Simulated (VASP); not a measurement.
Output of a VASP run:

**OSZICAR**
```
       N       E                     dE             d eps       ncg     rms          rms(c)
DAV:   1     0.166609929508E+03    0.16661E+03   -0.12456E+04   579   0.168E+03
DAV:   2    -0.143906584838E+02   -0.18100E+03   -0.17797E+03   636   0.367E+02
DAV:   3    -0.360327610791E+02   -0.21642E+02   -0.20966E+02   738   0.127E+02
DAV:   4    -0.367298440901E+02   -0.69708E+00   -0.69622E+00   708   0.234E+01
DAV:   5    -0.367400361773E+02   -0.10192E-01   -0.10187E-01   808   0.307E+00    0.789E+00
DAV:   6    -0.389766566949E+02   -0.22366E+01   -0.66495E+00   580   0.370E+01    0.249E+00
DAV:   7    -0.364590834825E+02    0.25176E+01   -0.29760E+00   679   0.135E+01    0.145E+00
DAV:   8    -0.364222495288E+02    0.36834E-01   -0.24500E-01   671   0.559E+00    0.123E+00
DAV:   9    -0.364131100477E+02    0.91395E-02   -0.52200E-01   611   0.561E+00    0.649E-01
DAV:  10    -0.363891090871E+02    0.24001E-01   -0.35450E-01   582   0.537E+00    0.482E-01
DAV:  11    -0.364782796044E+02   -0.89171E-01   -0.48387E-02   590   0.246E+00    0.111E-01
DAV:  12    -0.364795657293E+02   -0.12861E-02   -0.25426E-03   680   0.473E-01    0.458E-02
DAV:  13    -0.364792794250E+02    0.28630E-03   -0.13548E-03   648   0.468E-01    0.344E-02
DAV:  14    -0.364801287938E+02   -0.84937E-03   -0.56052E-04   625   0.288E-01    0.145E-02
DAV:  15    -0.364801366261E+02   -0.78322E-05   -0.11871E-04   658   0.126E-01    0.891E-03
DAV:  16    -0.364801969111E+02   -0.60285E-04   -0.19455E-05   764   0.500E-02    0.497E-03
DAV:  17    -0.364802099493E+02   -0.13038E-04   -0.66760E-06   599   0.292E-02    0.284E-03
DAV:  18    -0.364802151894E+02   -0.52401E-05   -0.15456E-06   532   0.148E-02    0.168E-03
DAV:  19    -0.364802161053E+02   -0.91589E-06   -0.12273E-06   415   0.128E-02
   1 F= -.36480216E+02 E0= -.36480216E+02  d E =-.364802E+02
       N       E                     dE             d eps       ncg     rms          rms(c)
DAV:   1    -0.364809128106E+02   -0.69762E-03   -0.19847E-02   732   0.206E+00    0.160E-01
DAV:   2    -0.364803617639E+02    0.55105E-03   -0.13865E-03   724   0.591E-01    0.692E-02
DAV:   3    -0.364802433014E+02    0.11846E-03   -0.35334E-04   725   0.276E-01    0.220E-02
DAV:   4    -0.364802462023E+02   -0.29009E-05   -0.98312E-05   588   0.109E-01    0.979E-03
DAV:   5    -0.364802565239E+02   -0.10322E-04   -0.26604E-05   590   0.648E-02    0.599E-03
DAV:   6    -0.364802596500E+02   -0.31261E-05   -0.22189E-06   609   0.198E-02    0.138E-03
DAV:   7    -0.364802597369E+02   -0.86967E-07   -0.49887E-07   313   0.920E-03
   2 F= -.36480260E+02 E0= -.36480260E+02  d E =-.436317E-04
```

**OUTCAR**
```
------------------------ aborting loop because EDIFF is reached ----------------------------------------
  FORCE on cell =-STRESS in cart. coord.  units (eV):
  Direction    XX          YY          ZZ          XY          YZ          ZX
  --------------------------------------------------------------------------------------
  Total        0.0146527      0.0146527      0.0459198     -0.0000000      0.0000000      0.0000000
  in kB        0.2465057      0.2465057      0.7725174     -0.0000000      0.0000000      0.0000000
  external PRESSURE =       0.4218429 kB  Pullay stress =       0.0000000 kB
  volume of cell :       95.24
      direct lattice vectors                 reciprocal lattice vectors
     1.926118480 -3.336135287  0.000000000     0.259589431 -0.149874018 -0.000000000
     1.926118480  3.336135287  0.000000000     0.259589431  0.149874018 -0.000000000
     0.000000000  0.000000000  7.410469754    -0.000000000  0.000000000  0.134944212
 POSITION                                       TOTAL-FORCE (eV/Angst)
 -----------------------------------------------------------------------------------
      0.00000      0.00000      0.00000         0.000000      0.000000      0.000000
      1.92612      1.11205      1.59110        -0.000000     -0.000000      0.007378
      1.92612     -1.11205      5.81937        -0.000000     -0.000000     -0.007378
 -----------------------------------------------------------------------------------
    total drift:                                0.000000     -0.000000      0.000000
  FREE ENERGIE OF THE ION-ELECTRON SYSTEM (eV)
  ---------------------------------------------------
  free  energy   TOTEN  =       -36.4802597369 eV

  energy  without entropy=      -36.4802597369  energy(sigma->0) =      -36.48025974

 reached required accuracy - stopping structural energy minimisation
```
(Selected blocks of OUTCAR.)

POSCAR:
```
SnSe2
1
    1.9279898680    -3.3393766269    -0.0000000000
    1.9279898680     3.3393766269     0.0000000000
   -0.0000000000    -0.0000000000     7.4108359709
Sn Se
1 2
Direct
  1.0000000000   0.0000000000   0.0000000000
  0.3333330000   0.6666670000   0.2147667844
  0.6666670000   0.3333330000   0.7852332156
```

Q: Reconstruct the remaining input files.

A: One answer among several that fit: the input of the run itself, TPSS meta-GGA, plane waves, VASP's PBE PAW potentials (set 64).

### INCAR
```
SYSTEM = SnSe2
PREC = Accurate; ENCUT = 520; LREAL = .FALSE.
LASPH = .TRUE.
EDIFF = 1E-6; NELM = 100; ALGO = Normal
LMAXMIX = 4; LMIXTAU = .TRUE.
ISMEAR = 0; SIGMA = 0.05
METAGGA = TPSS
IBRION = 2; NSW = 60; ISIF = 3
EDIFFG = -0.02
LWAVE = .FALSE.; LCHARG = .FALSE.
```

KPOINTS:
```
kpoints
0
Gamma
6 6 3
0 0 0
```

POTCAR, in this order: Sn_d Se (PBE.64 set). Program: vasp_std.

Without a dispersion term in the relaxation, distances and binding between the weakly bound layers, chains or molecules are unreliable, and so is what depends on them.

The compound is SnSe2 in the 1T layered structure. This run relaxes it. Symmetry was kept, so distortions that lower it aren't found. The start is the result of an earlier pass.
